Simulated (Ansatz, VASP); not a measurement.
# Cross-check of SiC159 (undercooled, nearly rigid carbon at 4800 K) between VASP and Ansatz

Aim: how closely do two programs agree when they are given the same cell, functional and k mesh? Of the first pair: The structure shown is the start of the Ansatz relaxation below; VASP solves that cell, so the two are compared at the walk's first step.

Program: Ansatz 0.2.0. Level of theory: plane waves, with VASP 6.6.1 beside it; single point at PBE. Results are calculated unless marked as measured.

### 1. The starting structure

The cell holds 160 atoms: 159 C and 1 Si. Cell: a = 12.112 Å, b = 12.112 Å, c = 12.112 Å, α = 90.0°, β = 90.0°, γ = 90.0°. It derives from C (undercooled, nearly rigid carbon at 4800 K). As first built, before any earlier steps moved the atoms (in the runner's words): 160 atoms (160 C) placed at random at 1.8 g/cm^3, melted at 5500 K for 10 ps at fixed volume with the LCBOP (Los and Fasolino, Phys. Rev. B 68, 024107 (2003)). Snapshot at the end of a hold of 5 ps at 4800 K and fixed volume. Nearest the centre at fractional (0.597, 0.518, 0.531): Si160 at 0.00 Å, C135 at 1.38 Å, C31 at 1.44 Å, C86 at 1.52 Å, C100 at 2.28 Å, C137 at 2.40 Å, C8 at 2.42 Å, C46 at 2.50 Å.

### 2. Ansatz: relaxation, PBE

Ansatz runs on its default PAW (the set named soft_2) files.

The two programs are compared at the cell with which this relaxation starts, whose forces are those of its first step.

input.yaml

```yaml
crystal:
  lattice:
    - [12.1119, 0.0, 0.0]
    - [0.0, 12.1119, 0.0]
    - [0.0, 0.0, 12.1119]
  atoms:
    - { symbol: C, position: [0.63714, 0.89831, 0.48642] }
    - { symbol: C, position: [0.85764, 0.63343, 0.80622] }
[... 5 atom lines left out ...]
    - { symbol: C, position: [0.50548, 0.42884, 0.68384] }
[... 14 atom lines left out ...]
    - { symbol: C, position: [0.91858, 0.58729, 0.53797] }
[... 5 atom lines left out ...]
    - { symbol: C, position: [0.81322, 0.22177, 0.6419] }
[... 1 atom line left out ...]
    - { symbol: C, position: [0.57153, 0.40688, 0.49852] }
[... 3 atom lines left out ...]
    - { symbol: C, position: [0.49745, 0.7683, 0.49822] }
[... 4 atom lines left out ...]
    - { symbol: C, position: [0.05483, 0.75461, 0.46726] }
[... 1 atom line left out ...]
    - { symbol: C, position: [0.9123, 0.91838, 0.0176] }
[... 3 atom lines left out ...]
    - { symbol: C, position: [0.36384, 0.2046, 0.72873] }
[... 5 atom lines left out ...]
    - { symbol: C, position: [0.65199, 0.12823, 0.98763] }
    - { symbol: C, position: [0.60789, 0.70505, 0.87973] }
[... 9 atom lines left out ...]
    - { symbol: C, position: [0.75499, 0.73535, 0.20711] }
    - { symbol: C, position: [0.78428, 0.76099, 0.58334] }
[... 2 atom lines left out ...]
    - { symbol: C, position: [0.86257, 0.74873, 0.12861] }
[... 6 atom lines left out ...]
    - { symbol: C, position: [0.29136, 0.82592, 0.08856] }
[... 2 atom lines left out ...]
    - { symbol: C, position: [0.48805, 0.74314, 0.88431] }
[... 8 atom lines left out ...]
    - { symbol: C, position: [0.19449, 0.75976, 0.16942] }
[... 1 atom line left out ...]
    - { symbol: C, position: [0.61477, 0.06302, 0.81972] }
    - { symbol: C, position: [0.56501, 0.16499, 0.56321] }
[... 1 atom line left out ...]
    - { symbol: C, position: [0.96136, 0.15501, 0.8651] }
[... 5 atom lines left out ...]
    - { symbol: C, position: [0.44143, 0.17984, 0.03219] }
    - { symbol: C, position: [0.56262, 0.33001, 0.28762] }
[... 1 atom line left out ...]
    - { symbol: C, position: [0.3448, 0.88915, 0.77692] }
[... 1 atom line left out ...]
    - { symbol: C, position: [0.01589, 0.93787, 0.95985] }
[... 1 atom line left out ...]
    - { symbol: C, position: [0.28733, 0.20035, 0.52728] }
[... 4 atom lines left out ...]
    - { symbol: C, position: [0.31247, 0.10609, 0.77962] }
[... 6 atom lines left out ...]
    - { symbol: C, position: [0.23141, 0.22471, 0.33918] }
    - { symbol: C, position: [0.91211, 0.46886, 0.49542] }
    - { symbol: C, position: [0.809, 0.32697, 0.60483] }
[... 1 atom line left out ...]
    - { symbol: C, position: [0.53642, 0.11764, 0.37605] }
[... 1 atom line left out ...]
    - { symbol: C, position: [0.67725, 0.11924, 0.75619] }
[... 1 atom line left out ...]
    - { symbol: C, position: [0.95364, 0.58177, 0.85094] }
[... 1 atom line left out ...]
    - { symbol: C, position: [0.17365, 0.25997, 0.15804] }
[... 1 atom line left out ...]
    - { symbol: C, position: [0.35466, 0.57452, 0.9068] }
[... 6 atom lines left out ...]
    - { symbol: C, position: [0.98988, 0.77994, 0.28486] }
    - { symbol: C, position: [0.61454, 0.60035, 0.45399] }
    - { symbol: C, position: [0.29095, 0.75933, 0.61296] }
[... 3 atom lines left out ...]
    - { symbol: C, position: [0.7745, 0.17733, 0.7524] }
[... 2 atom lines left out ...]
    - { symbol: C, position: [0.04396, 0.64385, 0.9139] }
    - { symbol: C, position: [0.6907, 0.79157, 0.51624] }
[... 6 atom lines left out ...]
    - { symbol: C, position: [0.86885, 0.15698, 0.45172] }
[... 5 atom lines left out ...]
    - { symbol: C, position: [0.70998, 0.76887, 0.89359] }
    - { symbol: C, position: [0.4679, 0.76517, 0.68795] }
    - { symbol: C, position: [0.66283, 0.57098, 0.73286] }
kpoints:
  mp_grid: { grid: [1, 1, 1] }
hamiltonian:
  xc: pbe
scf:
  occupations: { method: fermi_dirac, width: 0.025 }
output:
  forces: true
  eigenvalues: true
relax:
  f_tol: 0.05
  max_steps: 90
```

Run with:

```console
$ ansatz run input.yaml --threads 4 --pin off --max-ram 8192MiB --backend cpu --events-out ev --progress --plain --runs-dir out
```

Numbers of over 12 decimals in the logs are rounded to 6 here.

Log:

```text
Engine: ansatz 0.2.0, aarch64-unknown-linux-gnu
Pseudopotentials: kind: paw
Pseudopotential: C, paw, valence charge 4, recommended cutoff 420 eV (normal), C.paw.azcp
Pseudopotential: Si, paw, valence charge 4, recommended cutoff 420 eV (normal), Si.paw.azcp
Functional definition: PBE
  parameter kappa = 0.804
  parameter beta = 0.066725
  exchange = pbe_x(kappa = kappa, mu = beta*pi^2/3)
  correlation = pbe_c(beta = beta)
Crystal: 160 atoms, lattice volume = 1776.793 Å³
Basis set: ecut = 420 eV, 34697 PW (Γ), exchange–correlation on 162×162×162 points (8 copies of the dense FFT grid, shifted against one another)
Bands: 480, of which v1, the nominal top of the filled ones, is band 320 counted from 1 (319 counted from 0)
Symmetry: 1 space group operations
Space group: P1 (ITA 1), of the structure as read, at distance tolerance 1.2e-4 Å
k-points: 1
Non-local potential: C, projectors of the file, l = 0: 2, l = 1: 2, l = 2: 1
Non-local potential: Si, projectors of the file, l = 0: 2, l = 1: 2, l = 2: 2
PAW form: soft (Blöchl's): semilocal exchange-correlation on the pseudo side does not see the compensation charge
PAW one-centre angular grid: C, 110 points (default); XC on 64 Gauss nodes
PAW one-centre angular grid: Si, 110 points (default); XC on 64 Gauss nodes
Initial density: superposition of atomic densities (neutral atoms: chi_scale 0, normalization atom), corrected by the library's trained network
Initial wavefunctions: pseudopotential atomic-orbital guess
Functional: x = pbe(κ = 0.804, μ = 0.219515), c = pbe(β = 0.066725)
SCF iter   1: F=—  HF=-40374.736262 eV  |F-HF|=—  |Δ(HF+E_count)|=         —  Δρ=1.47e-2  dr2=6.89e0  ethr=1.77e-3  ⟨swp⟩=6.0  Hψ=2122  notcnv=0  defer=102
preconditioner: auto → Resta (q_TF=auto, 2.301 Å⁻¹)  ε∞=3.8  [insulator: Δε(μ)=0.280 eV  Ē_g=13.418 eV  σ=0.025 eV  W_gap=0.99  n_scr=364 (ndim 8)  ℏωp=22.3 eV  f_vac=0.155  D(μ)=0.66/eV (n_scr^D=0)  ε∞_Penn≈3.8]
SCF iter   2: F=—  HF=-40374.080995 eV  |F-HF|=—  |Δ(HF+E_count)|=   6.55e-1  Δρ=1.06e-2  dr2=4.81e0  ethr=1.08e-3  ⟨swp⟩=3.0  Hψ=767  notcnv=0  defer=145
preconditioner: auto → LDOS  [insulator: Δε(μ)=0.168 eV  Ē_g=13.429 eV  σ=0.025 eV  W_gap=0.93  n_scr=364 (ndim 8)  ℏωp=22.3 eV  f_vac=0.155  D(μ)=5.73/eV (n_scr^D=18)  ε∞_Penn≈3.8  β→1.0]
SCF iter   3: F=—  HF=-40373.731654 eV  |F-HF|=—  |Δ(HF+E_count)|=   3.49e-1  Δρ=3.07e-3  dr2=2.84e-1  ethr=7.51e-4  ⟨swp⟩=2.0  Hψ=380  notcnv=0  defer=145
SCF iter   4: F=—  HF=-40373.733010 eV  |F-HF|=—  |Δ(HF+E_count)|=   1.36e-3  Δρ=1.49e-3  dr2=6.92e-2  ethr=4.43e-5  ⟨swp⟩=2.0  Hψ=588  notcnv=0  defer=145
SCF iter   5: F=—  HF=-40373.726339 eV  |F-HF|=—  |Δ(HF+E_count)|=   6.67e-3  Δρ=5.11e-4  dr2=6.36e-3  ethr=1.08e-5  ⟨swp⟩=2.0  Hψ=574  notcnv=0  defer=145
SCF iter   6: F=—  HF=-40373.729274 eV  |F-HF|=—  |Δ(HF+E_count)|=   2.94e-3  Δρ=2.06e-4  dr2=1.07e-3  ethr=9.94e-7  ⟨swp⟩=2.0  Hψ=755  notcnv=0  defer=145
SCF iter   7: F=—  HF=-40373.729275 eV  |F-HF|=—  |Δ(HF+E_count)|=   4.84e-7  Δρ=8.83e-5  dr2=1.53e-4  ethr=1.67e-7  ⟨swp⟩=2.0  Hψ=610  notcnv=0  defer=145
SCF iter   8: F=-40373.729285 eV  HF=-40373.729294 eV  |F-HF|=9.06e-6  |Δ(HF+E_count)|=   1.92e-5  Δρ=3.63e-5  dr2=2.61e-5  ethr=9.77e-9  ⟨swp⟩=18.0  Hψ=3248  notcnv=0
SCF 1 converged in 8 iterations: F = -40373.729285 eV  dr2 = 2.61e-5
  greatest PAW one-centre occupation: 0.850 electrons in one spin orbital (limit 2), on the Si atom at site 37 (counted from 0), in its partial waves of l = 0
relax step   1: F+E_penalty+E_count = -40373.72928505 eV  Δ(F+E_penalty+E_count) = +0.000e0 eV  max|allowed force component| = 1.932e1 eV/Å  Δτ_max = 0.0000 Å  (8 SCF iters, dr2 threshold 6.25e-5 eV, accepted)
Initial density: handed on by an earlier stage of this run
Initial wavefunctions: those handed on with the density
iter 1 solved again at ethr=5.79e-4 eV; its pass at ethr=3.10e-3 eV (dr2=3.70e0 eV) is discarded
SCF iter   1: F=—  HF=-40380.559474 eV  |F-HF|=—  |Δ(HF+E_count)|=         —  Δρ=1.28e-2  dr2=3.62e0  ethr=5.79e-4  ⟨swp⟩=1.0  Hψ=1571  notcnv=0  defer=141
preconditioner: auto → LDOS  [insulator: Δε(μ)=0.204 eV  Ē_g=13.376 eV  σ=0.025 eV  W_gap=0.97  n_scr=364 (ndim 8)  ℏωp=22.3 eV  f_vac=0.153  D(μ)=3.13/eV (n_scr^D=6)  ε∞_Penn≈3.8  β→1.0]
SCF iter   2: F=—  HF=-40380.184689 eV  |F-HF|=—  |Δ(HF+E_count)|=   3.75e-1  Δρ=6.85e-3  dr2=2.01e0  ethr=5.66e-4  ⟨swp⟩=4.0  Hψ=793  notcnv=0  defer=141
preconditioner: auto → Resta (q_TF=auto, 2.301 Å⁻¹)  ε∞=3.8  [insulator: Δε(μ)=0.219 eV  Ē_g=13.374 eV  σ=0.025 eV  W_gap=0.98  n_scr=364 (ndim 8)  ℏωp=22.3 eV  f_vac=0.153  D(μ)=2.32/eV (n_scr^D=0)  ε∞_Penn≈3.8  β→0.5]
SCF iter   3: F=—  HF=-40379.746147 eV  |F-HF|=—  |Δ(HF+E_count)|=   4.39e-1  Δρ=2.56e-3  dr2=2.63e-1  ethr=3.13e-4  ⟨swp⟩=3.0  Hψ=594  notcnv=0  defer=141
[...]
- { symbol: C, position: [0.441529, 0.584159, 0.183486] }
    - { symbol: C, position: [0.233721, 0.090405, 0.565046] }
    - { symbol: C, position: [0.357123, 0.720654, 0.049651] }
    - { symbol: C, position: [0.483306, 0.381702, 0.088870] }
    - { symbol: C, position: [0.732525, 0.857671, 0.223613] }
    - { symbol: C, position: [0.022619, 0.638892, 0.523416] }
    - { symbol: C, position: [0.045797, 0.840489, 0.529422] }
    - { symbol: C, position: [0.118758, 0.354105, 0.156259] }
    - { symbol: C, position: [0.168640, 0.451666, 0.110426] }
    - { symbol: C, position: [0.759123, 0.737433, 0.196208] }
    - { symbol: C, position: [0.770038, 0.761381, 0.585215] }
    - { symbol: C, position: [0.526312, 0.404841, 0.208408] }
    - { symbol: C, position: [0.188129, 0.794702, 0.295294] }
    - { symbol: C, position: [0.867007, 0.750959, 0.123805] }
    - { symbol: C, position: [0.988557, 0.418482, 0.430582] }
    - { symbol: C, position: [0.035774, 0.022691, 0.638296] }
    - { symbol: C, position: [0.383948, 0.888903, 0.263994] }
    - { symbol: C, position: [0.185664, 0.391187, 0.573285] }
    - { symbol: C, position: [0.081015, 0.748465, 0.112683] }
    - { symbol: C, position: [0.640047, 0.891404, 0.051747] }
    - { symbol: C, position: [0.290319, 0.826994, 0.087178] }
    - { symbol: C, position: [0.617941, 0.595745, 0.871399] }
    - { symbol: C, position: [0.235589, 0.900897, 0.992715] }
    - { symbol: C, position: [0.483753, 0.748762, 0.882529] }
[...]
- { symbol: C, position: [0.542447, 0.515420, 0.921736] }
    - { symbol: C, position: [0.300437, 1.000662, 0.949843] }
    - { symbol: C, position: [0.524829, 0.454644, 0.012126] }
    - { symbol: C, position: [0.280915, 0.861590, 0.331715] }
    - { symbol: C, position: [0.165971, 0.222907, 0.832155] }
    - { symbol: C, position: [0.709317, 0.771296, 0.893359] }
    - { symbol: C, position: [0.464379, 0.763197, 0.687579] }
    - { symbol: C, position: [0.676899, 0.572093, 0.770191] }
```

In the SCF lines HF is the Harris–Foulkes energy and dr2 the Hartree energy of the density residual, in eV; the loop may stop once dr2 is under the threshold and the program's other checks hold. Hψ counts applications of the Hamiltonian.

### 3. VASP: single point, PBE, start cell, pair 1

The same cell, functional, mesh and smearing now go to VASP, with its own data sets.

Lines of VASP's logs that name or quote its potential files are left out, and so is its time.

INCAR

```
SYSTEM = SiC159
PREC = Accurate
ENCUT = 520
EDIFF = 1E-06
NELM = 120
ISMEAR = -1
SIGMA = 0.025
LREAL = Auto
ALGO = Normal
GGA = PE
NBANDS = 432
LORBIT = 11
LWAVE = .FALSE.
LCHARG = .FALSE.
ISIF = 2
LASPH = .TRUE.
GGA_COMPAT = .FALSE.
EFERMI = MIDGAP
```

POSCAR

```
SiC159
1.0
   12.1119000000      0.0000000000      0.0000000000
    0.0000000000     12.1119000000      0.0000000000
    0.0000000000      0.0000000000     12.1119000000
C Si
159 1
Direct
    0.6371419843      0.8983066241      0.4864224440
    0.8576358788      0.6334266300      0.8062236313
[... 5 atom lines left out ...]
    0.5054780835      0.4288427084      0.6838398600
[... 14 atom lines left out ...]
    0.9185759460      0.5872901857      0.5379667930
[... 5 atom lines left out ...]
    0.8132167538      0.2217736276      0.6418976379
[... 1 atom line left out ...]
    0.5715288270      0.4068808362      0.4985179864
[... 3 atom lines left out ...]
    0.4974529182      0.7683022482      0.4982207581
[... 4 atom lines left out ...]
    0.4894029838      0.2424475103      0.5857792749
[... 1 atom line left out ...]
    0.4262089350      0.4981629637      0.8580734649
[... 3 atom lines left out ...]
    0.6237501961      0.3652771242      0.3954788266
[... 5 atom lines left out ...]
    0.6078897613      0.7050504050      0.8797298525
    0.4481212692      0.5897670886      0.1940735970
[... 9 atom lines left out ...]
    0.7842782718      0.7609871284      0.5833436538
    0.5314195130      0.4089862037      0.2088689636
[... 2 atom lines left out ...]
    0.9880117901      0.4194965282      0.4298995203
[... 6 atom lines left out ...]
    0.6139416607      0.5895028856      0.8450862375
[... 2 atom lines left out ...]
    0.8103435464      0.3891379552      0.5100273285
[... 8 atom lines left out ...]
    0.5861508104      0.5210165209      0.6562801873
[... 1 atom line left out ...]
    0.5650063161      0.1649865009      0.5632064333
    0.3623708914      0.3038664454      0.7933272236
[... 1 atom line left out ...]
    0.6946969509      0.6585506816      0.2614866371
[... 5 atom lines left out ...]
    0.5626202330      0.3300060271      0.2876179625
    0.5319314063      0.5333184719      0.2400366582
[... 1 atom line left out ...]
    0.5184405419      0.3571198573      0.5881818707
[... 1 atom line left out ...]
    0.4415409638      0.8081308465      0.7888192604
[... 1 atom line left out ...]
    0.3765635449      0.2113623791      0.6123564428
[... 4 atom lines left out ...]
    0.7779374004      0.6023992933      0.7103509771
[... 6 atom lines left out ...]
    0.9121112295      0.4688612026      0.4954218578
    0.8089977625      0.3269676929      0.6048266581
    0.5314607948      0.2064581114      0.2793368505
[... 1 atom line left out ...]
    0.4286693252      0.4071037575      0.7752871143
[... 1 atom line left out ...]
    0.8249407607      0.6410637472      0.5991215251
[... 1 atom line left out ...]
    0.2153667055      0.6849214409      0.5869186503
[... 1 atom line left out ...]
    0.7316110602      0.3696364732      0.4240787985
[... 1 atom line left out ...]
    0.4175562876      0.7522106358      0.5894368348
[... 6 atom lines left out ...]
    0.6145361174      0.6003517202      0.4539915290
    0.2909535250      0.7593276034      0.6129591559
    0.6041083562      0.7130508013      0.4943402769
[... 3 atom lines left out ...]
    0.5239722917      0.8708707965      0.4379577110
[... 2 atom lines left out ...]
    0.6907008810      0.7915686226      0.5162360984
    0.6211659607      0.5961574980      0.3182902765
[... 6 atom lines left out ...]
    0.5398822645      0.5134619672      0.9072069617
[... 5 atom lines left out ...]
    0.4679034668      0.7651730942      0.6879515188
    0.6628274672      0.5709839084      0.7328577680
    0.5973298987      0.5183166968      0.5311222847
```

KPOINTS

```
Automatic mesh
0
Gamma
1 1 1
0 0 0
```

PAW data sets: C and Si (PBE family, release 64).

Run with:

```console
$ export OMP_NUM_THREADS=3
$ mpirun -np 1 vasp_gam
```

Log:

```text
[banner, memory and clock lines left out]
running    1 mpi-ranks, on    1 nodes
[...]
Offloading initialized ...    1 GPUs detected
[...]
LDA part: xc-table for (Slater+PW92), standard interpolation
 POSCAR, INCAR and KPOINTS ok, starting setup
[...]
entering main loop
       N       E                     dE             d eps       ncg     rms          rms(c)
DAV:   1     0.460365369948E+04    0.46037E+04   -0.35802E+05   864   0.143E+03
DAV:   2    -0.915700178937E+03   -0.55194E+04   -0.52176E+04  1104   0.329E+02
DAV:   3    -0.137822879755E+04   -0.46253E+03   -0.44840E+03  1024   0.953E+01
DAV:   4    -0.139435515292E+04   -0.16126E+02   -0.15955E+02  1080   0.187E+01
[...]
DAV:  19    -0.131085455699E+04    0.92440E-05   -0.10372E-05   936   0.592E-03    0.471E-03
DAV:  20    -0.131085455452E+04    0.24659E-05   -0.27580E-06   768   0.282E-03    0.249E-03
DAV:  21    -0.131085455412E+04    0.40344E-06   -0.66926E-07   616   0.158E-03
   1 F= -.13108546E+04 E0= -.13108500E+04  d E =-.901551E-02
```

OUTCAR, selected parts (step 3):

```text
  FREE ENERGIE OF THE ION-ELECTRON SYSTEM (eV)
  ---------------------------------------------------
  free  energy   TOTEN  =     -1310.8545541170 eV

  energy  without entropy=    -1310.8455386025  energy(sigma->0) =    -1310.85004636
```

The run ends at a pressure of -6.71 GPa, with forces up to 26 eV/Å.

### 4. Comparison

Known differences besides the potentials themselves: the cutoff is 420 eV in Ansatz and 520 eV in VASP (PREC = Accurate, projectors in real space). Total energies have different zeros and are not compared.

Forces on 7 of the 160 atoms, those with the largest forces and the largest differences (eV/Å; atoms numbered as in POSCAR):

```
 atom           Ansatz x, y, z             VASP x, y, z
   C8    -0.213, -0.024, 0.641    -0.220, -0.001, 0.667
  C31  -4.590, -19.323, -5.827  -4.550, -19.191, -5.809
  C86    -0.747, 0.569, 14.922    -0.741, 0.593, 14.883
 C135   3.731, 19.008, -18.454   3.694, 18.775, -18.264
 C145     0.198, 0.633, -0.369     0.178, 0.617, -0.354
 C159     0.035, -0.012, 0.811     0.030, -0.008, 0.818
Si160      1.954, 0.243, 8.791      1.965, 0.327, 8.561
```

The forces differ by 25 meV/Å r.m.s., which is 1.4 % of the r.m.s. force of 1.723 eV/Å (both taken over all components).

(Part 1 of 2 ends here.)

[Lines on the potential files, build, host, timing and source positions are cut from VASP's logs without a mark.]

[Logs are printed without paths, hosts, clocks, repeated set-up lines and the standing remarks that a program may print on its own settings, such as how far it seeks lower states.]

[Hosts, paths, dates, database ids (printed as entryN), source tags and the programs' standing remarks are cut or masked in the printed files.]
